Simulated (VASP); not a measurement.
Computed with PBE GGA, VASP's PBE PAW potentials (set 64) (plane waves; VASP).

Input for VASP

File POSCAR:
```
BiSb
4.2431760
  1.0000000000   0.0000000000   0.0000000000
 -0.5000000000   0.8660253546   0.0000000000
  0.0000000000   0.0000000000   0.9759503259
Sb Bi
1 1
direct
  0.0000000000   0.0000000000   0.0000000000
  0.6666670000   0.3333330000   0.5000000000
```

**INCAR**
```
SYSTEM = BiSb
PREC = Accurate
ENCUT = 400
EDIFF = 1E-6
NELM = 100
ALGO = Normal
LREAL = .FALSE.
LASPH = .TRUE.
ISMEAR = 1
SIGMA = 0.1
GGA = PE
LMAXMIX = 4
LWAVE = .FALSE.
LCHARG = .FALSE.
ISIF = 2
```

File KPOINTS:
```
kpoints
0
gamma
 8 8 7
```

POTCAR, in this order: Sb Bi_d (PBE.64 set). Program: vasp_std.

Unless said otherwise, spin-orbit coupling is left out, though it shifts the bands of the heavy elements here.

Q: Estimate the energy per atom (σ→0), band gap (on the k-mesh).

A: 
The energy per atom (σ→0) is -3.885 eV/atom and the band gap (on the k-mesh) is none (metal, semimetal or under 0.01 eV).

### OSZICAR
```
...
DAV:   5    -0.779821505290E+01   -0.71267E-02   -0.71266E-02  1578   0.262E+00    0.190E+00
DAV:   6    -0.776959407674E+01    0.28621E-01   -0.12081E-01  1524   0.254E+00    0.102E+00
DAV:   7    -0.776950213579E+01    0.91941E-04   -0.16079E-02  1438   0.875E-01    0.549E-01
DAV:   8    -0.776969620135E+01   -0.19407E-03   -0.31982E-03  1380   0.399E-01    0.594E-02
DAV:   9    -0.776965756201E+01    0.38639E-04   -0.28413E-04  1378   0.110E-01    0.270E-02
DAV:  10    -0.776967293254E+01   -0.15371E-04   -0.44725E-05  1360   0.645E-02    0.426E-03
DAV:  11    -0.776967271026E+01    0.22228E-06   -0.34093E-06  1078   0.134E-02
   1 F= -.77696727E+01 E0= -.77694810E+01  d E =-.575116E-03
```

The structure was generated: BiSb was put into the WC type (P-6m2), which need not be its known phase. The cell was not relaxed at this level.
